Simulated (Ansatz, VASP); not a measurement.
**Cross-check of GeF2 (1T-GeF2 monolayer) between VASP and Ansatz**

One calculation is typed for both programs; each brings its own data sets. How far apart do they land? The structure shown is the start of the Ansatz relaxation below; VASP solves that cell, so the two are compared at the walk's first step.

Program: Ansatz 0.2.0. Level of theory: plane waves, with VASP 6.6.1 beside it; single point at r2SCAN with D4. Results are calculated unless marked as measured.

## Step 1: The starting structure

The cell holds 3 atoms: 2 F and 1 Ge. Cell: a = 2.413 Å, b = 2.413 Å, c = 27.903 Å, α = 90.0°, β = 90.0°, γ = 120.0°. Vacuum lies along c. The height across the vacuum is the one that the program set for its solve, not the one typed.

## Step 2: Ansatz: relaxation, r2SCAN with D4

Ansatz runs on its default PAW (the set named soft_2) files.

The two programs are compared at the cell with which this relaxation starts, whose forces are those of its first step.

Input file input.yaml:

```yaml
crystal:
  lattice:
    - [2.41304, 0.0, 0.0]
    - [-1.20652, 2.0897539403, 0.0]
    - [0.0, 0.0, 20.0513208618]
  atoms:
    - { symbol: F, position: [0.6666666667, 0.3333333333, 0.4488482361] }
    - { symbol: Ge, position: [0.0, 0.0, 0.5] }
    - { symbol: F, position: [0.3333333333, 0.6666666667, 0.5511517639] }
  periodic: [true, true, false]
kpoints:
  mp_grid: { grid: [18, 18, 1] }
hamiltonian:
  xc: r2scan
  dispersion: d4
scf:
  occupations: { method: fermi_dirac, width: 0.05 }
  convergence: { dr2_threshold: 1.0e-09 }
relax:
  f_tol: 0.004
  max_steps: 90
  cell: {}
output:
  write_potential: true
  write_density: true
  volumetric_format: npy
```

Run with:

```bash
ansatz run input.yaml --threads 4 --pin off --max-ram 6144MiB --backend cpu --events-out ev --progress --plain --runs-dir out
```

Numbers of over 12 decimals in the logs are rounded to 6 here.

The log of the run:

```text
Warning: crystal.periodic: the lattice vector that does not repeat stood 0.000° off the slab's normal, 20.051 Å along it as the deck builds it. The run solves the slab on a vector along the normal, 27.903 Å long, with every atom where it was (on the deck's vector they left 18.00 Å outside them, and the widest stretch free of ions among them is 1.03 Å). A fractional position that the run reports is one of the run's ce [...]
Warning: relax.cell: scf.convergence.dr2_threshold = 1e-9 eV is looser than the 2.06562725703e-10 eV advised for a relaxation that steers and ends on the stress (1e-10 eV for each atom of the cell: 3, times the square of relax.cell.stress_2d_tol = 0.05 N/m over 12.1 Å (the atoms' height at the walk's start and 5 Å past either face), 4.149e-2 GPa, over a crystal's default 0.05). What an SCF threshold leaves in a stress goes as its square root, and in the free energy as the threshold itself, and one threshold admits the most on a small cell: [figures from the program's tests cut] Set scf.convergence.dr2_threshold to 2.06562725703e-10 eV or tighter. [rest of the remark cut]
crystal.periodic: the lattice vector that does not repeat stood 0.000° off the slab's normal, 20.051 Å along it as the deck builds it. The run solves the slab on a vector along the normal, 27.903 Å long, with every atom where it was (on the deck's vector they left 18.00 Å outside them, and the widest stretch free of ions among them is 1.03 Å). A fractional position that the run reports is one of the run's cell, which [...]
Engine: ansatz 0.2.0, aarch64-unknown-linux-gnu
Pseudopotentials: kind: paw
Pseudopotential: F, paw, valence charge 7, recommended cutoff 500 eV (meta_gga), F.paw.azcp
Pseudopotential: Ge, paw, valence charge 14, recommended cutoff 500 eV (meta_gga), Ge.paw.azcp
Functional definition: r2SCAN
  parameter k0 = 0.174
  parameter k1 = 0.065
  parameter a1 = 4.9479
  exchange = r2scan_x(k0 = k0, k1 = k1, a1 = a1)
  correlation = r2scan_c
Crystal: 3 atoms, lattice volume = 140.704 Å³
Basis set: ecut = 500 eV, 3671 PW (Γ), exchange–correlation on 72×72×864 points (64 copies of the dense FFT grid, shifted against one another)
Bands: 18, of which v1, the nominal top of the filled ones, is band 14 counted from 1 (13 counted from 0)
Symmetry: 12 space group operations
Space group: P-3m1 (ITA 164), of the structure as read, at distance tolerance 5.2e-5 Å
k-points: 37 of 324
[...]
SCF iter   6: F=—  HF=-5922.105101 eV  |F-HF|=—  |Δ(HF+E_count)|=   1.39e-7  Δρ=1.42e-6  dr2=2.89e-9  dr2_τ=5.06e-10  ethr=7.06e-10  ⟨swp⟩=2.0  Hψ=1355  notcnv=0
SCF iter   7: F=-5922.105101 eV  HF=-5922.105101 eV  |F-HF|=1.96e-10  |Δ(HF+E_count)|=   3.53e-9  Δρ=6.35e-7  dr2=4.34e-10  dr2_τ=1.01e-10  ethr=3.57e-12  ⟨swp⟩=10.2  Hψ=4787  notcnv=0
SCF 20 converged in 7 iterations: F = -5922.105101 eV  dr2 = 4.34e-10
relax step  20: F+E_penalty+E_count = -5922.10510107 eV  Δ(F+E_penalty+E_count) = -4.243e-4 eV  max|allowed force component| = 5.420e-4 eV/Å  Δτ_max = 0.0129 Å  P = +0.023 N/m  Ω = 306.973 Å³  energy of the carried Pulay correction = -6.648e-4 eV  fix = [c, alpha, beta]  reactions: c +0.000 N/m  (7 SCF iters, accepted)
iter 1 solved again at ethr=2.77e-7 eV; its pass at ethr=3.10e-3 eV (dr2=7.75e-5 eV) is discarded
SCF iter   1: F=—  HF=-5922.104772 eV  |F-HF|=—  |Δ(HF+E_count)|=         —  Δρ=6.22e-5  dr2=5.31e-7  dr2_τ=1.06e-6  ethr=2.77e-7  ⟨swp⟩=5.0  Hψ=7766  notcnv=0
preconditioner: auto → none  [insulator: Δε(μ)=2.864 eV  Ē_g=22.185 eV  σ=0.050 eV  W_gap=1.00  n_scr=16 (ndim 8)  ℏωp=11.2 eV  f_vac=0.834  D(μ)=0.00/eV (n_scr^D=0)  ε∞_Penn≈1.3]
SCF iter   2: F=—  HF=-5922.105380 eV  |F-HF|=—  |Δ(HF+E_count)|=   6.09e-4  Δρ=3.08e-5  dr2=2.15e-7  dr2_τ=1.20e-5  ethr=1.90e-9  ⟨swp⟩=3.8  Hψ=1994  notcnv=0
SCF iter   3: F=—  HF=-5922.105648 eV  |F-HF|=—  |Δ(HF+E_count)|=   2.68e-4  Δρ=1.40e-5  dr2=8.20e-8  dr2_τ=4.47e-7  ethr=7.67e-10  ⟨swp⟩=3.1  Hψ=1901  notcnv=0
SCF iter   4: F=—  HF=-5922.105732 eV  |F-HF|=—  |Δ(HF+E_count)|=   8.43e-5  Δρ=2.74e-6  dr2=4.84e-9  dr2_τ=6.67e-9  ethr=2.93e-10  ⟨swp⟩=3.5  Hψ=1932  notcnv=0
iter 5 met the thresholds in force, and the SCF goes on: an eigenvalue changes by 8.15 meV, over its tolerance of 1.14 meV (output.eigenvalues, Limitations)
SCF iter   5: F=-5922.105741 eV  HF=-5922.105741 eV  |F-HF|=1.42e-7  |Δ(HF+E_count)|=   8.65e-6  Δρ=6.74e-7  dr2=7.92e-10  dr2_τ=1.61e-10  ethr=3.57e-12  ⟨swp⟩=13.6  Hψ=7364  notcnv=0
iter 6 met the thresholds in force, and the SCF goes on: an eigenvalue changes by 8.94 meV, over its tolerance of 1.04 meV (output.eigenvalues, Limitations)
SCF iter   6: F=-5922.105741 eV  HF=-5922.105741 eV  |F-HF|=1.11e-8  |Δ(HF+E_count)|=   1.32e-7  Δρ=2.13e-7  dr2=5.56e-11  dr2_τ=1.82e-11  ethr=2.83e-12  ⟨swp⟩=9.9  Hψ=5393  notcnv=0
Mixer restart at iter 6: flushing history
SCF iter   7: F=-5922.105741 eV  HF=-5922.105741 eV  |F-HF|=1.65e-10  |Δ(HF+E_count)|=   1.13e-8  Δρ=2.66e-7  dr2=1.47e-10  dr2_τ=9.11e-12  ethr=1.00e-12  ⟨swp⟩=9.9  Hψ=5257  notcnv=0
SCF 21 converged in 7 iterations: F = -5922.105741 eV  dr2 = 1.47e-10
relax step  21: F+E_penalty+E_count = -5922.10574114 eV  Δ(F+E_penalty+E_count) = -6.401e-4 eV  max|allowed force component| = 5.476e-4 eV/Å  Δτ_max = 0.0000 Å  P = +0.017 N/m  Ω = 306.973 Å³  fix = [c, alpha, beta]  reactions: c +0.000 N/m  stress off target by 1.75e-2 N/m on what of the cell is left free  SCF on the basis re-selected at this cell (its energy is not comparable with the rows above)  (7 SCF iters)
basis re-selected at this cell: Δ(F+E_penalty+E_count) = -6.401e-4 eV, ΔP = -0.006 N/m vs the last step (what re-selecting the basis moved, of the pressure what is left beyond the Pulay correction that the steps carried, after the strain that the cell walked since its last selection, with what the two solves' SCF thresholds leave and, on support functions, any second-order correction that the steps lacked; it is no m [...]
WARN: The output density's exchange-correlation potential varies sharply where the density is thin. Do not read a vacuum level from v_tot or v_xc, or from such a field of the output density. On a cell that repeats whose density bears no net charge and no dipole along the vacuum's axis use v_es (v_loc + v_h of the components); under efield.dipole_correction with no amplitude use v_es + v_field, which holds any externa [...]
SCF converged after 7 iterations
an eigenvalue changed by more than its tolerance at an iteration that met the thresholds in force, so the SCF went on 2 times, its first undamped step at iteration 6: the last check found none over its tolerance
Free energy (F): -5922.105741 eV
Harris-Foulkes:  -5922.105741 eV  (|F-HF|=1.65e-10)
Internal energy: -5922.105741 eV  (E = F + TS)
E sigma→0 (E₀):  -5922.105741 eV
Fermi energy:    -5.418070 eV
--- Per-component energies (eV) ---
  E_band       = -587.900228
  E_kinetic    = 522.194844
  E_local      = -42521.749163  (includes V_loc(G=0)·N_el)
  E_nonlocal   = 556.947286
  E_hartree    = 20788.646184
  E_xc         = -226.080194
  E_vxc        = -298.611178  (∫ρ·V_xc dr)
  E_paw        = -2429.728512  (= ΣΔE_a)
  E_vpaw       = -445.277940  (= ΣTr[D̂ρ^β])
  E_aug_tail   = 0.002099  (compensation charges beyond the density's cutoff)
  E_vtau       = 21.301260  (kinetic-family band-sum trace: ∫τ·v_τ [+ j·A + Jᵃ·Aᵃ] dr)
  E_ewald      = 17388.899109
  E_disp       = -0.088847  (pairwise vdW)
  E_core_change = -1.148549  (= ΣΔE_core)
  E_smearing   = -0.000000  (= −TS)
  E_closure    = 0.000000  (closes the sum)
  Σ components = -5922.105741   (vs F -5922.105741, Δ=0.00e0)
--- Forces (eV/Å), atoms counted from 1 ---
  atom   1  F     -0.00000000    -0.00000000    -0.00054761
  atom   2  Ge     0.00000000     0.00000000     0.00000000
  atom   3  F      0.00000000     0.00000000     0.00054761
  max |Σ_I F_I| component: 1.39e-17 eV/Å
--- 2D stress c σ (N/m, compression-positive) ---
        0.017453       0.000000      -0.000000
        0.000000       0.017453      -0.000000
       -0.000000      -0.000000       0.000000
  P = ½ c Tr σ = 0.0175 N/m
--- Band table (eV; the first three rows and the last of 37) ---
  k-point 0: bands = [... 10 lower, -10.7158, -10.7158, -10.0928, -9.0802, -4.0217, -0.0428 (-0.0661°), -0.0180 (-0.0180°), -0.0180 (-0.0180°), ... 4 higher]
  k-point 1: bands = [... 10 lower, -10.6741, -10.6500, -10.0716, -8.9922, -3.9626, -0.2242 (-0.2252°), 0.0098 (0.0098°), 0.0899 (0.0436°), ... 4 higher]
  k-point 2: bands = [... 10 lower, -10.6529, -10.5658, -10.0280, -8.7610, -3.7945, -0.5211 (-0.5211°), 0.0890 (0.0890°), 0.2452 (0.1889°), ... 4 higher]
  k-point 36: bands = [... 10 lower, -11.1068, -10.0596, -10.0596, -6.8835, -1.5596, -0.6661, -0.6661, 4.0110 (4.0110°), ... 4 higher]
  ° read free of the cell's end (the report's vacuum.weakly_bound_levels)
--- Relaxed structure (18 steps of the walk, 18 accepted, 3 SCFs on fresh bases) ---
  F+E_penalty+E_count = -5922.10574114 eV   max|allowed force component| = 5.476e-4 eV/Å   (the final SCF, on the basis selected at the relaxed cell)
  cell:  # Å, volume = 306.9727 Å³
    - [3.564198, 0, 0]
    - [-1.782099, 3.086686, 0]
    - [0, 0, 27.902642]
  atoms:
    - { symbol: F, position: [0.666667, 0.333333, 0.325068] }
    - { symbol: Ge, position: [0, 0, 0.359309] }
    - { symbol: F, position: [0.333333, 0.666667, 0.393550] }
```

Reading the cycles: dr2 is the Hartree energy of the density residual (eV), the measure of convergence; HF is the Harris–Foulkes estimate of the energy, which meets the free energy F at convergence.

## Step 3: VASP: single point, r2SCAN with D4, start cell

The same cell, functional, mesh and smearing now go to VASP, with its own data sets.

Lines of VASP's logs that name or quote its potential files are left out, and so is its time.

Input file INCAR:

```
SYSTEM = GeF2
PREC = Accurate
ENCUT = 580
EDIFF = 1E-06
NELM = 120
ISMEAR = -1
SIGMA = 0.05
LREAL = .FALSE.
ALGO = Normal
METAGGA = R2SCAN
IVDW = 13
VDW_S6 = 1
VDW_S8 = 0.6018749
VDW_A1 = 0.51559235
VDW_A2 = 5.77342911
LASPH = .TRUE.
NBANDS = 20
LORBIT = 11
LWAVE = .FALSE.
LCHARG = .FALSE.
ISIF = 2
LDIPOL = .TRUE.
IDIPOL = 3
DIPOL = 0.5 0.5 0.359
LVHAR = .TRUE.
GGA_COMPAT = .FALSE.
EFERMI = MIDGAP
NELMDL = -8
LMIXTAU = .TRUE.
KPAR = 2
```

Input file POSCAR:

```
GeF2
1.0
    2.4130400000      0.0000000000      0.0000000000
   -1.2065200000      2.0897540000      0.0000000000
    0.0000000000      0.0000000000     27.9026420000
F Ge
2 1
Direct
    0.6666667464      0.3333334928      0.3225501012
    0.3333332536      0.6666665072      0.3960671896
    0.0000000000      0.0000000000      0.3593086275
```

Input file KPOINTS:

```
Automatic mesh
0
Gamma
18 18 1
0 0 0
```

Potentials, in the order of the species: F and Ge_d (PBE family, release 64).

Run with:

```bash
mpirun -np 2 vasp_std
```

The log of the run:

```text
[banner, memory and clock lines left out]
running    2 mpi-ranks, on    1 nodes
 distrk:  each k-point on    1 cores,    2 groups
 distr:  one band on    1 cores,    1 groups

 POSCAR found type information on POSCAR F Ge
 POSCAR found :  2 types and       3 ions
|                                                                             |
|               ----> ADVICE to this user running VASP <----                  |
|                                                                             |
|     You enforced a specific xc type in the INCAR file but a different       |
|     [... a line on the potential file left out ...]
|     I HOPE YOU KNOW WHAT YOU ARE DOING!                                     |
|                                                                             |

 LDA part: xc-table for (None), standard interpolation
 POSCAR, INCAR and KPOINTS ok, starting setup
 FFT: planning ... GRIDC
 FFT: planning ... GRID_SOFT
 FFT: planning ... GRID
 WAVECAR not read
 entering main loop
       N       E                     dE             d eps       ncg     rms          rms(c)
DAV:   1     0.303766575695E+03    0.30377E+03   -0.15626E+04  1840   0.210E+03
DAV:   2     0.207104712974E+02   -0.28306E+03   -0.26845E+03  1852   0.612E+02
DAV:   3    -0.169825578169E+02   -0.37693E+02   -0.36503E+02  2032   0.162E+02
DAV:   4    -0.182542850699E+02   -0.12717E+01   -0.12582E+01  2016   0.335E+01
DAV:   5    -0.182943795318E+02   -0.40094E-01   -0.40074E-01  2184   0.530E+00
DAV:   6    -0.182948708321E+02   -0.49130E-03   -0.49125E-03  2200   0.470E-01
DAV:   7    -0.182948879855E+02   -0.17153E-04   -0.17153E-04  2208   0.779E-02
DAV:   8    -0.182948884772E+02   -0.49169E-06   -0.49175E-06  2068   0.121E-02    0.110E+01
DAV:   9    -0.141697441839E+02    0.41251E+01   -0.30649E+00  2052   0.247E+01    0.566E+00
DAV:  10    -0.119368122864E+02    0.22329E+01   -0.13876E+00  1832   0.134E+01    0.252E+00
DAV:  11    -0.148204333182E+02   -0.28836E+01   -0.13563E+00  2064   0.230E+01    0.140E+00
DAV:  12    -0.108976776069E+02    0.39228E+01   -0.57295E-01  1828   0.161E+01    0.314E-01
DAV:  13    -0.121653703252E+02   -0.12677E+01   -0.15275E-01  1676   0.601E+00    0.227E-01
DAV:  14    -0.118909540223E+02    0.27442E+00   -0.13221E-02  1756   0.123E+00    0.152E-01
[...]
DAV:  85    -0.103172994067E+02   -0.28108E-04   -0.33827E-05  1880   0.354E-02    0.409E-03
DAV:  86    -0.103173676546E+02   -0.68248E-04   -0.53953E-05  1636   0.354E-02    0.159E-02
DAV:  87    -0.103173122818E+02    0.55373E-04   -0.97112E-06  1360   0.168E-02    0.137E-02
DAV:  88    -0.103172137808E+02    0.98501E-04   -0.14873E-04  1736   0.683E-02    0.627E-03
DAV:  89    -0.103172896651E+02   -0.75884E-04   -0.18968E-05  1692   0.337E-02    0.847E-04
DAV:  90    -0.103172719899E+02    0.17675E-04   -0.31402E-06  1312   0.132E-02    0.326E-03
DAV:  91    -0.103172838269E+02   -0.11837E-04   -0.14799E-06  1292   0.830E-03    0.172E-03
DAV:  92    -0.103172843234E+02   -0.49653E-06   -0.17777E-07  1232   0.253E-03
   1 F= -.10487818E+02 E0= -.10482716E+02  d E =-.102043E-01
```

OUTCAR, selected parts (step 3):

```text
ion  position               nearest neighbor table
   1  0.667  0.333  0.323-   3 1.73   3 1.73   3 1.73
   2  0.333  0.667  0.396-   3 1.73   3 1.73   3 1.73
   3  0.000  0.000  0.359-   1 1.73   1 1.73   1 1.73   2 1.73   2 1.73   2 1.73

  LATTYP: Found a hexagonal cell.
 ALAT       =     2.4130400000
 C/A-ratio  =    11.5632737128

 Subroutine GETGRP returns: Found 12 space group operations
 (whereof  6 operations were pure point group operations)

The static configuration has the point symmetry C_3v.
 The point group associated with its full space group is D_3d.

 Found     37 irreducible k-points:

   k-points           NKPTS =     37   k-points in BZ     NKDIM =     37   number of bands    NBANDS=     20

   dimension x,y,z NGX =    20 NGY =   20 NGZ =  224
   dimension x,y,z NGXF=    40 NGYF=   40 NGZF=  448

   ENCUT  =  580.0 eV  42.63 Ry    6.53 a.u.   4.74  4.74 54.79*2*pi/ulx,y,z

   NELECT =      28.0000    total number of electrons

 k-points in reciprocal lattice and weights: Automatic mesh
   0.00000000  0.00000000  0.00000000       0.003
   0.05555556  0.00000000  0.00000000       0.019
   0.11111111  0.00000000  0.00000000       0.019
   0.16666667  0.00000000  0.00000000       0.019
   0.22222222  0.00000000  0.00000000       0.019
   0.27777778  0.00000000  0.00000000       0.019
   0.33333333  0.00000000  0.00000000       0.019
   0.38888889  0.00000000  0.00000000       0.019
   0.44444444  0.00000000  0.00000000       0.019
[...]
0.33333333  0.27777778  0.00000000       0.037
   0.33333333  0.33333333  0.00000000       0.006

 dipolmoment           0.000000      0.000000     -0.000006 electrons x Angstroem

 average (electrostatic) potential at core
       1 -91.5519       2 -91.5520       3 -89.1867

 E-fermi :   1.0269

 k-point     1 :       0.0000    0.0000    0.0000
  band No.  band energies     occupation
    ...
     11     -12.0654      2.00000
     12     -11.5999      2.00000
     13     -11.5999      2.00000
     14      -3.5319      2.00000
     15       0.5130      1.99993
     16       1.1199      0.26977
     17       1.5771      0.00003
     18       2.8260      0.00000
     19       2.9631      0.00000
     20       3.3712      0.00000

 k-point     2 :       0.0556    0.0000    0.0000
  band No.  band energies     occupation
    ...
     11     -12.1381      2.00000
     12     -11.7740      2.00000
     13     -11.6024      2.00000
     14      -3.3454      2.00000
     15       0.6694      1.99843
     16       1.2215      0.03998
     17       1.7639      0.00000
     18       2.9302      0.00000
     19       3.0711      0.00000
     20       3.4734      0.00000

 k-point     3 :       0.1111    0.0000    0.0000
  band No.  band energies     occupation
    ...
     11     -12.3340      2.00000
     12     -12.2569      2.00000
     13     -11.6216      2.00000
     14      -2.8544      2.00000
     15       1.0806      0.50969
     16       1.5234      0.00010
     17       2.3138      0.00000
     18       3.2422      0.00000
     19       3.3961      0.00000
     20       3.7796      0.00000

  DFT-D4 for vdW energy calculation

  Edisp (eV):   -0.17053

  Total      42.77975    42.77976    45.08872     0.00000     0.00000     0.00000
  in kB     487.12886   487.12889   513.42085     0.00000     0.00000     0.00000
  external pressure =      495.89 kB  Pullay stress =        0.00 kB

  energy-cutoff  :      580.00
  volume of cell :      140.70
      direct lattice vectors                 reciprocal lattice vectors
     2.413040000  0.000000000  0.000000000     0.414415012  0.239262612  0.000000000
    -1.206520000  2.089754000  0.000000000     0.000000000  0.478525224  0.000000000
     0.000000000  0.000000000 27.902642000     0.000000000  0.000000000  0.035838900

 POSITION                                       TOTAL-FORCE (eV/Angst)
 -----------------------------------------------------------------------------------
      1.20652      0.69658      9.00000        -0.000000      0.000000    -22.033192
      0.00000      1.39317     11.05132        -0.000000     -0.000000     22.033192
      0.00000      0.00000     10.02566         0.000000     -0.000000     -0.000000
 -----------------------------------------------------------------------------------
    total drift:                                0.000000     -0.000000     -0.003205

  FREE ENERGIE OF THE ION-ELECTRON SYSTEM (eV)
  ---------------------------------------------------
  free  energy   TOTEN  =       -10.4878180602 eV

  energy  without entropy=      -10.4776137913  energy(sigma->0) =      -10.48271593

 vacuum level on the upper side and lower side of the slab         2.855         2.855

 total charge
# of ion       s       p       d       tot
------------------------------------------
    1        1.826   4.562   0.000   6.387
    2        1.826   4.562   0.000   6.387
    3        1.354   1.470  10.753  13.576
--------------------------------------------------
tot          5.005  10.594  10.753  26.351

[... 3 further parts left out ...]
```

## Step 4: Differences

Known differences besides the potentials themselves: VASP keeps PBE cores, Ansatz makes them for the functional; Ansatz cuts the interaction across the vacuum, VASP repeats the sheet with a dipole correction; the cutoff is 500 eV in Ansatz and 580 eV in VASP. Total energies have different zeros and are not compared.

Forces (eV/Å; atoms numbered as in POSCAR):

```
atom         Ansatz x, y, z           VASP x, y, z
  F1  0.000, 0.000, -21.603  0.000, 0.000, -22.033
  F2   0.000, 0.000, 21.603   0.000, 0.000, 22.033
 Ge3    0.000, 0.000, 0.000    0.000, 0.000, 0.000
```

The forces differ by 203 meV/Å r.m.s., which is 2.0 % of the r.m.s. force of 10.387 eV/Å (both taken over all components). With vacuum in the cell, a pressure given here is an average over mostly empty space and none of the material.

## Step 5: What came out

| Property | Result |
| --- | --- |
| r.m.s. force difference (single point, r2SCAN with D4, start cell) | 2.0 % of the r.m.s. force |

**Reading.** The r.m.s. force difference is 2.0 % of the r.m.s. force (single point, r2SCAN with D4, start cell), within the 3 % picked in this series as the mark of a large difference. How closely two codes agree says nothing of how well the functional describes the real material.

[Lines on the potential files, build, host, timing and source positions are cut from VASP's logs without a mark.]

[Logs are printed without paths, hosts, clocks, repeated set-up lines and the standing remarks that a program may print on its own settings, such as how far it seeks lower states.]

[Hosts, paths, dates, database ids (printed as entryN), source tags and the programs' standing remarks are cut or masked in the printed files.]
